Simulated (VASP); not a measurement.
```xyz
8
Lattice="5.5754 0.0000 0.0000 -2.7877 4.8285 0.0000 0.0000 0.0000 4.4900" Properties=species:S:1:pos:R:3 pbc="T T T"
Mn     2.7877     3.2647     3.3675
Mn     0.0000     1.5637     1.1225
Mn    -1.4335     4.0466     1.1225
Mn     4.2212     0.7819     3.3675
Mn     1.3542     0.7819     3.3675
Mn     1.4335     4.0466     1.1225
Sn     2.7877     1.6095     1.1225
Sn     0.0000     3.2190     3.3675
```

All values below come from PBEsol GGA, VASP's PBE PAW potentials (set 64) (plane waves; VASP 6.6.1). Numerical set-up: EDIFF = 1E-04, 240 eV cut-off, 2×2×2 Γ-centred mesh, first-order Methfessel-Paxton smearing of 0.50 eV, potentials Mn_pv Sn_d.

At this cut-off the stress carries a Pulay error, which pulls relaxed volumes low.  Energy and stress use the plane-wave basis of the starting cell.

Task: The ions, cell shape and volume are relaxed. Predict the relaxed structure.

Result: 
```xyz
8
Lattice="5.2737 0.0000 0.0000 -2.6369 4.5672 0.0000 0.0000 0.0000 4.1662" Properties=species:S:1:pos:R:3 pbc="T T T"
Mn     2.6369     3.2416     3.1246
Mn     0.0000     1.3256     1.0415
Mn    -1.4889     3.9044     1.0415
Mn     4.1257     0.6628     3.1246
Mn     1.1480     0.6628     3.1246
Mn     1.4889     3.9044     1.0415
Sn     2.6369     1.5224     1.0415
Sn     0.0000     3.0448     3.1246
```
Space group P6_3/mmc (194), at a tolerance of 0.03 Å.

Task: How do energy and volume change from the first to the last step?

Result: The energy (σ→0) changes by -551.8 meV/atom and the volume by -17.0 %, in 36 ionic steps.

The structure comes from a computed database's Mn3Sn entry; how it stands against other phases isn't given here. This run relaxes it. Symmetry was kept, so distortions that lower it aren't found. The k-mesh is coarse (spacing up to 0.75 per Å, 2π included), so the numbers may not be converged in it. The run is one of a series of settings (EDIFF = 1E-04, EDIFFG = -0.01, ENCUT = 240, IBRION = 2, ISIF = 3, ISPIN removed, the spin start removed, NSW = 50, SIGMA = 0.5, KPOINTS 2×2×2 Γ-centred mesh against the base run), some of them coarse on purpose. The run is not spin-polarised, so no magnetic state was tried.
